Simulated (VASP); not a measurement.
VASP input:

### KPOINTS
```
Automatic mesh
0
Gamma
 7 7 7
```

**POSCAR**
```
CoSi
1
    4.3313753530     0.0000000000     0.0000000000
    0.0000000000     4.3313753530     0.0000000000
    0.0000000000     0.0000000000     4.3313753530
Co Si
4 4
Direct
  0.8532231952   0.6467768048   0.3532231952
  0.3532231952   0.8532231952   0.6467768048
  0.1467768048   0.1467768048   0.1467768048
  0.6467768048   0.3532231952   0.8532231952
  0.1562057370   0.3437942630   0.6562057370
  0.6562057370   0.1562057370   0.3437942630
  0.8437942630   0.8437942630   0.8437942630
  0.3437942630   0.6562057370   0.1562057370
```

INCAR:
```
SYSTEM = CoSi
PREC = Accurate
ENCUT = 500
EDIFF = 1E-6
NELM = 100
ALGO = Normal
LREAL = .FALSE.
LASPH = .TRUE.
ISMEAR = 1
SIGMA = 0.1
GGA = PS
LMAXMIX = 4
LWAVE = .FALSE.
LCHARG = .FALSE.
IBRION = 2
ISIF = 3
NSW = 40
EDIFFG = -0.02
PSTRESS = 200
```

POTCAR, in this order: Co Si (PBE.64 set). Program: vasp_std.

Question: Write an equivalent input for Ansatz.

Answer: One equivalent input (not run):
Ansatz 0.2 input:
```yaml
crystal:
  lattice:
    - [4.3313754, 0.0000000, 0.0000000]
    - [0.0000000, 4.3313754, 0.0000000]
    - [0.0000000, 0.0000000, 4.3313754]
  atoms:
    - { symbol: Co, position: [0.8532232, 0.6467768, 0.3532232] }
    - { symbol: Co, position: [0.3532232, 0.8532232, 0.6467768] }
    - { symbol: Co, position: [0.1467768, 0.1467768, 0.1467768] }
    - { symbol: Co, position: [0.6467768, 0.3532232, 0.8532232] }
    - { symbol: Si, position: [0.1562057, 0.3437943, 0.6562057] }
    - { symbol: Si, position: [0.6562057, 0.1562057, 0.3437943] }
    - { symbol: Si, position: [0.8437943, 0.8437943, 0.8437943] }
    - { symbol: Si, position: [0.3437943, 0.6562057, 0.1562057] }
kpoints:
  mp_grid: { grid: [7, 7, 7] }
hamiltonian:
  xc: pbesol
  pseudopotentials: { kind: paw }
scf:
  occupations: { method: methfessel_paxton, width: 0.1 }
  max_iter: 100
relax:
  max_steps: 40
  f_tol: 0.02
  cell: { p_target: 20 }
output: { forces: true, stress: true, eigenvalues: true }
```
What does not carry over: each code has its own PAW files, so the cut-off isn't converted (ENCUT is set for VASP's; basis.ecutwfc is left out, and Ansatz then takes the one that its files recommend); Ansatz stops its SCF on the density residual and VASP on the energy change (EDIFF).

The compound is CoSi in the B20 structure. This run relaxes it under an external pressure of 20 GPa. Symmetry was kept, so distortions that lower it aren't found.
